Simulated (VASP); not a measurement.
Computed with LDA (Ceperley-Alder, Perdew-Zunger), VASP's LDA PAW potentials (set 64) (plane waves; VASP).

VASP ran on this input.

INCAR:
```
SYSTEM = CdSe
PREC = Accurate
ENCUT = 520
EDIFF = 1E-7
NELM = 100
ALGO = Normal
LREAL = .FALSE.
LASPH = .TRUE.
ISMEAR = 0
SIGMA = 0.05
LMAXMIX = 4
LWAVE = .FALSE.
LCHARG = .FALSE.
ISIF = 2
```

**KPOINTS**
```
Automatic mesh
0
Gamma
8 8 8
0 0 0
```

**POSCAR**
```
CdSe
1.0
  0.0000000000   3.0712406616   3.0712406616
  3.0712406616   0.0000000000   3.0712406616
  3.0712406616   3.0712406616   0.0000000000
Cd Se
1 1
Cart
  0.0000000000   0.0000000000   0.0000000000
  1.5356203308   1.5356203308   1.5356203308
```

POTCAR, in this order: Cd Se (LDA.64 set). Program: vasp_std.

Output

**OUTCAR**
```
 ion  position               nearest neighbor table
   1  0.000  0.000  0.000-   2 2.66   2 2.66   2 2.66   2 2.66
   2  0.250  0.250  0.250-   1 2.66   1 2.66   1 2.66   1 2.66
  LATTYP: Found a face centered cubic cell.
 ALAT       =     6.1424813232
 Subroutine PRICEL returns:
 Original cell was already a primitive cell.
 Subroutine GETGRP returns: Found 24 space group operations
The static configuration has the point symmetry T_d .
The dynamic configuration has the point symmetry T_d .
 Subroutine INISYM returns: Found 24 space group operations
 Subroutine IBZKPT returns following result:
 Found     29 irreducible k-points:

 Following reciprocal coordinates:
            Coordinates               Weight
  0.000000  0.000000  0.000000      1.000000
  0.125000  0.000000  0.000000      8.000000
  0.250000  0.000000  0.000000      8.000000
  0.375000  0.000000  0.000000      8.000000
  0.500000  0.000000  0.000000      4.000000
  0.125000  0.125000  0.000000      6.000000
  0.250000  0.125000  0.000000     24.000000
  0.375000  0.125000  0.000000     24.000000
  0.500000  0.125000  0.000000     24.000000
...
```

**OSZICAR**
```
       N       E                     dE             d eps       ncg     rms          rms(c)
DAV:   1     0.107316230045E+03    0.10732E+03   -0.87295E+03   762   0.122E+03
DAV:   2    -0.238718451859E+01   -0.10970E+03   -0.10506E+03   869   0.290E+02
DAV:   3    -0.708081526908E+01   -0.46936E+01   -0.46823E+01   879   0.620E+01
DAV:   4    -0.710554854737E+01   -0.24733E-01   -0.24731E-01   829   0.463E+00
DAV:   5    -0.710570114261E+01   -0.15260E-03   -0.15259E-03   889   0.325E-01    0.608E+00
DAV:   6    -0.676049288487E+01    0.34521E+00   -0.65841E-01  1049   0.109E+01    0.474E+00
DAV:   7    -0.673432371874E+01    0.26169E-01   -0.12542E-01   799   0.282E+00    0.207E+00
DAV:   8    -0.673090353996E+01    0.34202E-02   -0.13016E-02   829   0.170E+00    0.200E-01
DAV:   9    -0.673060722058E+01    0.29632E-03   -0.18660E-03   849   0.665E-01    0.454E-02
DAV:  10    -0.673058396167E+01    0.23259E-04   -0.17670E-04   834   0.210E-01    0.354E-02
DAV:  11    -0.673058966530E+01   -0.57036E-05   -0.21753E-05   784   0.483E-02    0.137E-02
DAV:  12    -0.673058894136E+01    0.72394E-06   -0.39167E-06   819   0.303E-02    0.404E-03
DAV:  13    -0.673058903338E+01   -0.92017E-07   -0.39513E-07   769   0.496E-03
   1 F= -.67305890E+01 E0= -.67305890E+01  d E =-.200236E-07
```

**OUTCAR**
```
------------------------ aborting loop because EDIFF is reached ----------------------------------------
  FORCE on cell =-STRESS in cart. coord.  units (eV):
  Direction    XX          YY          ZZ          XY          YZ          ZX
  --------------------------------------------------------------------------------------
  Total       -1.0596542     -1.0596542     -1.0596542     -0.0000000     -0.0000000     -0.0000000
  in kB      -29.3024005    -29.3024005    -29.3024005     -0.0000000     -0.0000000     -0.0000000
  external PRESSURE =     -29.3024005 kB  Pullay stress =       0.0000000 kB
  volume of cell :       57.94
      direct lattice vectors                 reciprocal lattice vectors
     0.000000000  3.071240662  3.071240662    -0.162800658  0.162800658  0.162800658
     3.071240662  0.000000000  3.071240662     0.162800658 -0.162800658  0.162800658
     3.071240662  3.071240662  0.000000000     0.162800658  0.162800658 -0.162800658
  FREE ENERGIE OF THE ION-ELECTRON SYSTEM (eV)
  ---------------------------------------------------
  free  energy   TOTEN  =        -6.7305890334 eV

  energy  without entropy=       -6.7305890134  energy(sigma->0) =       -6.73058902
```
(Selected blocks of OUTCAR.)

The compound is CdSe in the zinc blende structure, whereas wurtzite is the usual form. This cell is one point of a volume scan, at 1.06 of the reference volume.
